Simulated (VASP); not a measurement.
Wanted: the native input for a VASP 6.6.1 run.

| Property | Result |
| --- | --- |
| Task | relaxation of cell and atoms |
| Functional | PBE |
| Potentials or basis | VASP PAW PBE potentials, release 64 (Ge_d, P) |
| Cutoff | 520 eV |
| k mesh | 3 × 3 × 3 |
| Occupations | gaussian, width 0.15 eV |
| Spin | no spin polarisation |
| Further INCAR settings | PREC = Normal; ALGO = Fast; EDIFF = 0.0001; IBRION = 2; EDIFFG = -0.08; NSW = 24; ISIF = 3 |

The structure of Ge3P4 lies in POSCAR:

```
Ge3P4
1.0
    5.4717320400      0.0000000000      0.0000000000
   -2.7358660200      4.7386589500      0.0000000000
    0.0000000000      0.0000000000      5.3445468000
Ge P
3 4
Direct
    0.5000000000      0.0000000000      0.0000000000
    0.0000000000      0.5000000000      0.0000000000
    0.5000000000      0.5000000000      0.0000000000
    0.3333333300      0.6666666700      0.0000000000
    0.6666666700      0.3333333300      0.0000000000
    0.0000000000      0.0000000000      0.3195726000
    0.0000000000      0.0000000000      0.6804274000
```

The cell was built by a generator and needn't be a form met in nature.

One way to write it, as run:

INCAR

```
SYSTEM = Ge3P4
PREC = Normal
ENCUT = 520
EDIFF = 1E-4
ISMEAR = 0
SIGMA = 0.15
LREAL = .False.
LASPH = .True.
NELM = 60
ALGO = Fast
ISIF = 3
LWAVE = .False.
LCHARG = .False.
GGA = PE
IBRION = 2
NSW = 24
EDIFFG = -0.08
```

KPOINTS

```
Automatic mesh
0
Gamma
  3 3 3
  0 0 0
```

Potentials or basis: VASP PAW PBE potentials, release 64 (Ge_d, P).

Command:

```bash
$ cat potpaw_PBE.64/Ge_d/POTCAR potpaw_PBE.64/P/POTCAR > POTCAR
$ mpirun -np 1 vasp_std > vasp.out
```

Results of the run:

```
Relaxed volume                         : 41.25 Å³/atom
Relaxed cell                           : a = 7.902 Å, b = 7.902 Å, c = 5.339 Å, α = 90.00°, β = 90.00°, γ = 120.00°
Space group after relaxing (to 0.05 Å) : P6/mmm (No. 191)
Energy gained by relaxing              : 6468.7 meV/atom
Ionic steps                            : 17
Pressure after relaxing                : 0.2 GPa
Largest force after relaxing           : 0.007 eV/Å
Band gap on the k mesh                 : none (metal or under the smearing width)
```

Caveat: the k mesh is coarse (spacing up to 0.44 Å⁻¹), so the values aren't converged; the volume moved by over 15 % at a fixed basis, so the end points are rough; the relaxation stopped at a loose force limit of 0.08 eV/Å, so its end isn't a converged minimum.

Wall time 13 min on 1 thread of Intel(R) Xeon(R) Platinum 8259CL CPU @ 2.50GHz (Skylake/Cascade Lake), on a shared host, peak memory 0.2 GiB.
